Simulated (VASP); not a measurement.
```xyz
5
Lattice="3.9853 0.0000 0.0000 0.0000 3.9853 0.0000 0.0000 0.0000 3.9853" Properties=species:S:1:pos:R:3 pbc="T T T"
K      0.0000     0.0000     0.0000
Mg     1.9926     1.9926     1.9926
F      1.9926     0.0000     1.9926
F      0.0000     1.9926     1.9926
F      1.9926     1.9926     0.0000
```

The numbers are results of PBEsol GGA, VASP's PBE PAW potentials (set 64) (plane waves; VASP), not measurements. Settings: 520 eV cut-off, 6×6×6 Γ-centred mesh, Gaussian smearing of 0.010 eV, potentials K_sv Mg F.

**Question.** Give the electronic dielectric tensor ε∞ (DFPT, local fields included).

**Answer.** 
```
2.10  0.00  0.00
0.00  2.10  0.00
0.00  0.00  2.10
```

**Question.** Give the Born effective charges.

**Answer.** 
```json
[
 {"atom": "K1", "Z*xx": "1.19", "Z*yy": "1.19", "Z*zz": "1.19", "mean": "1.19"},
 {"atom": "Mg2", "Z*xx": "1.99", "Z*yy": "1.99", "Z*zz": "1.99", "mean": "1.99"},
 {"atom": "F3", "Z*xx": "-0.96", "Z*yy": "-1.25", "Z*zz": "-0.96", "mean": "-1.06"},
 {"atom": "F4", "Z*xx": "-1.25", "Z*yy": "-0.96", "Z*zz": "-0.96", "mean": "-1.06"},
 {"atom": "F5", "Z*xx": "-0.96", "Z*yy": "-0.96", "Z*zz": "-1.25", "mean": "-1.06"}
]
```

**Question.** And the static tensor with the ions free?

**Answer.** 
```
6.73  0.00  0.00
0.00  6.73  0.00
0.00  0.00  6.73
```

**Question.** Which frequencies do the optical Γ-point modes have (no LO-TO splitting)?

**Answer.** 148 (×3), 184 (×3), 284 (×3), 468 (×3) cm⁻¹.

The compound is KMgF3 in the cubic perovskite structure. It was relaxed first.
